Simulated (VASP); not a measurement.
All values below come from optB88-vdW, VASP's PBE PAW potentials (set 64) (plane waves; VASP).

VASP input:

POSCAR:
```
SrO
3.6576540
  0.0000000000   0.7071067439   0.7071067439
  0.7071067439   0.0000000000   0.7071067439
  0.7071067439   0.7071067439   0.0000000000
Sr O
1 1
direct
  0.0000000000   0.0000000000   0.0000000000
  0.5000000000   0.5000000000   0.5000000000
```

INCAR:
```
SYSTEM = SrO
PREC = Accurate
ENCUT = 520
EDIFF = 1E-7
NELM = 100
ALGO = Normal
LREAL = .FALSE.
LASPH = .TRUE.
ISMEAR = 0
SIGMA = 0.05
GGA = BO
PARAM1 = 0.1833333333
PARAM2 = 0.22
LUSE_VDW = .TRUE.
AGGAC = 0.0
LMAXMIX = 4
LWAVE = .FALSE.
LCHARG = .FALSE.
ISIF = 2
```

File KPOINTS:
```
Automatic mesh
0
Gamma
9 9 9
0 0 0
```

POTCAR, in this order: Sr_sv O (PBE.64 set). Program: vasp_std.

What VASP printed:

OUTCAR:
```
 ion  position               nearest neighbor table
   1  0.000  0.000  0.000-   2 2.59   2 2.59   2 2.59   2 2.59   2 2.59   2 2.59
   2  0.500  0.500  0.500-   1 2.59   1 2.59   1 2.59   1 2.59   1 2.59   1 2.59
  LATTYP: Found a face centered cubic cell.
 ALAT       =     5.1727036206
 Subroutine PRICEL returns:
 Original cell was already a primitive cell.
 Subroutine GETGRP returns: Found 48 space group operations
The static configuration has the point symmetry O_h .
The dynamic configuration has the point symmetry O_h .
 Subroutine INISYM returns: Found 48 space group operations
 Subroutine IBZKPT returns following result:
 Found     35 irreducible k-points:

 Following reciprocal coordinates:
            Coordinates               Weight
  0.000000  0.000000  0.000000      1.000000
  0.111111  0.000000  0.000000      8.000000
  0.222222  0.000000  0.000000      8.000000
  0.333333  0.000000  0.000000      8.000000
  0.444444  0.000000  0.000000      8.000000
  0.111111  0.111111  0.000000      6.000000
  0.222222  0.111111  0.000000     24.000000
  0.333333  0.111111  0.000000     24.000000
  0.444444  0.111111  0.000000     24.000000
...
```

OSZICAR:
```
       N       E                     dE             d eps       ncg     rms          rms(c)
DAV:   1     0.787898458626E+02    0.78790E+02   -0.86620E+03   840   0.129E+03
DAV:   2    -0.707342993725E+01   -0.85863E+02   -0.77739E+02  1100   0.248E+02
DAV:   3    -0.108867261688E+02   -0.38133E+01   -0.37750E+01  1100   0.506E+01
DAV:   4    -0.110147131951E+02   -0.12799E+00   -0.12794E+00  1128   0.850E+00
DAV:   5    -0.110178056079E+02   -0.30924E-02   -0.30919E-02  1140   0.983E-01    0.165E+01
DAV:   6    -0.869402227872E+01    0.23238E+01   -0.11781E+01   976   0.253E+01    0.202E+01
DAV:   7    -0.857239504488E+01    0.12163E+00   -0.67928E-01  1032   0.710E+00    0.118E+01
DAV:   8    -0.855319709736E+01    0.19198E-01   -0.16738E-01   892   0.431E+00    0.671E-01
DAV:   9    -0.855254581620E+01    0.65128E-03   -0.12508E-02  1116   0.978E-01    0.237E-01
DAV:  10    -0.855319904685E+01   -0.65323E-03   -0.12913E-03   888   0.365E-01    0.733E-02
DAV:  11    -0.855325223522E+01   -0.53188E-04   -0.26735E-04  1044   0.134E-01    0.376E-02
DAV:  12    -0.855325343469E+01   -0.11995E-05   -0.34629E-05   956   0.608E-02    0.763E-03
DAV:  13    -0.855325440967E+01   -0.97498E-06   -0.46803E-06  1056   0.215E-02    0.120E-02
DAV:  14    -0.855325319429E+01    0.12154E-05   -0.24071E-06   988   0.159E-02    0.236E-03
DAV:  15    -0.855325326431E+01   -0.70024E-07   -0.16665E-07   888   0.380E-03
   1 F= -.85532533E+01 E0= -.85532533E+01  d E =-.123241E-23
```

File OUTCAR:
```
------------------------ aborting loop because EDIFF is reached ----------------------------------------
  FORCE on cell =-STRESS in cart. coord.  units (eV):
  Direction    XX          YY          ZZ          XY          YZ          ZX
  --------------------------------------------------------------------------------------
  Total        0.0023620      0.0023620      0.0023620     -0.0000000     -0.0000000      0.0000000
  in kB        0.1093687      0.1093687      0.1093687     -0.0000000     -0.0000000      0.0000000
  external PRESSURE =       0.1093687 kB  Pullay stress =       0.0000000 kB
  volume of cell :       34.60
      direct lattice vectors                 reciprocal lattice vectors
     0.000000000  2.586351810  2.586351810    -0.193322501  0.193322501  0.193322501
     2.586351810  0.000000000  2.586351810     0.193322501 -0.193322501  0.193322501
     2.586351810  2.586351810  0.000000000     0.193322501  0.193322501 -0.193322501
  FREE ENERGIE OF THE ION-ELECTRON SYSTEM (eV)
  ---------------------------------------------------
  free  energy   TOTEN  =        -8.5532532643 eV

  energy  without entropy=       -8.5532532643  energy(sigma->0) =       -8.55325326
```
(Selected blocks of OUTCAR.)

The compound is SrO in the rock salt structure. It was relaxed first.
